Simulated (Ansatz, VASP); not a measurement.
**Rb4NCl in VASP and in Ansatz**

File INCAR:

```
ALGO = Normal
EDIFF = 1E-6
ENCUT = 520
GGA = PE
ISIF = 2
ISMEAR = 0
LASPH = True
LCHARG = True
LELF = True
LREAL = False
LVHAR = True
LWAVE = False
NBANDS = 33
NELM = 80
PREC = Accurate
SIGMA = 0.1
```

KPOINTS

```
k-points
0
Gamma
  4 4 4
```

File POSCAR:

```
Rb4NCl
1.0
    0.0000000000      4.5715733900      4.5715733900
    4.5715733900      0.0000000000      4.5715733900
    4.5715733900      4.5715733900      0.0000000000
Rb N Cl
4 1 1
Direct
    0.8769448700      0.3743517100      0.3743517100
    0.3743517100      0.3743517100      0.3743517100
    0.3743517100      0.3743517100      0.8769448700
    0.3743517100      0.8769448700      0.3743517100
    0.7500000000      0.7500000000      0.7500000000
    0.0000000000      0.0000000000      0.0000000000
```

Input for Ansatz:

```yaml
crystal:
  lattice:
    - [0.0, 4.57157339, 4.57157339]
    - [4.57157339, 0.0, 4.57157339]
    - [4.57157339, 4.57157339, 0.0]
  atoms:
    - { symbol: Rb, position: [0.87694487, 0.37435171, 0.37435171] }
    - { symbol: Rb, position: [0.37435171, 0.37435171, 0.37435171] }
    - { symbol: Rb, position: [0.37435171, 0.37435171, 0.87694487] }
    - { symbol: Rb, position: [0.37435171, 0.87694487, 0.37435171] }
    - { symbol: "N", position: [0.75, 0.75, 0.75] }
    - { symbol: Cl, position: [0.0, 0.0, 0.0] }
basis:
  ecutwfc: 420
kpoints:
  mp_grid: { grid: [4, 4, 4] }
hamiltonian:
  xc: pbe
scf:
  occupations: { method: gaussian, width: 0.1 }
  lower_state_search: "off"
output:
  forces: true
  stress: true
  eigenvalues: true
```

Change from the starting cell: species swapped into the TmCu4Ag type (F-43m, No. 216).

Alike in both runs: task single point; functional PBE; k mesh 4 × 4 × 4; occupations gaussian, width 0.1 eV; no spin polarisation.

```csv
,VASP,Ansatz
version,VASP 6.6.1,Ansatz 0.2.0
potentials or method,"VASP PAW PBE potentials, release 64 (Rb_sv, N, Cl)","scalar-relativistic, plane waves, PAW"
plane-wave cutoff (eV),520,420
valence electrons in the cell,48,48
```

VASP gave:

| Quantity | Value |
| --- | --- |
| gap on the k mesh at the Fermi level (eV) | none |
| pressure (GPa) | 2.4 |
| rms of the force components (eV/Å) | 0.058 |

Q: What did Ansatz give for the same quantities?

A: gap on the k mesh at the Fermi level (eV): none; pressure (GPa): 2.3; rms of the force components (eV/Å): 0.058.

Atom by atom the forces differ by 0.001 eV/Å (rms over components). A gap of «none» marks a metal or a gap that the smearing closes.
